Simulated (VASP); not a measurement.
Given:

```xyz
6
Lattice="2.0746 1.1978 8.8958 -2.0746 1.1978 8.8958 0.0000 -2.3955 8.8958" Properties=species:S:1:pos:R:3 pbc="T T T"
Sr     0.0000     0.0000     6.6142
Sr     0.0000     0.0000    20.0733
B      0.0000     0.0000    13.3437
Br     0.0000     0.0000     0.0000
N      0.0000     0.0000    11.9939
N      0.0000     0.0000    14.6935
```

Computed with PBEsol GGA, VASP's PBE PAW potentials (set 64) (plane waves; VASP 6.6.1). Run with 400 eV cut-off, 5×5×5 Γ-centred mesh, Gaussian smearing of 0.010 eV, potentials Sr_sv B Br N.

### Question
Give the energies of bands 12 to 23 at the high-symmetry points, in eV from the valence-band maximum.

### Answer

```
band      Γ      T     H2      L     S0      F
----  -----  -----  -----  -----  -----  -----
12    -3.79  -4.13  -3.50  -3.94  -3.49  -3.95
13    -3.66  -2.81  -3.47  -3.20  -3.47  -3.26
14    -2.49  -2.72  -3.13  -3.04  -3.13  -3.25
15    -2.49  -2.29  -3.02  -2.96  -3.02  -2.67
16    -2.11  -2.29  -2.54  -2.59  -2.53  -2.62
17    -1.94  -2.22  -2.48  -2.26  -2.49  -2.19
18    -1.94  -2.22  -2.20  -2.12  -2.20  -2.08
19    -0.47  -0.35  -0.25  -0.42  -0.24  -0.56
20    -0.47  -0.35  -0.20   0.00  -0.21  -0.01
21     2.26   3.00   4.24   3.88   4.24   3.88
22     3.99   3.41   4.65   4.36   4.65   4.49
23     5.45   4.74   5.00   4.61   4.94   4.69
```

The gap is indirect, 2.26 eV, from the valence maximum at L to the conduction minimum at Γ.

The structure comes from a computed database's Sr2BBrN2 entry; how it stands against other phases isn't given here. The cell was not relaxed at this level.
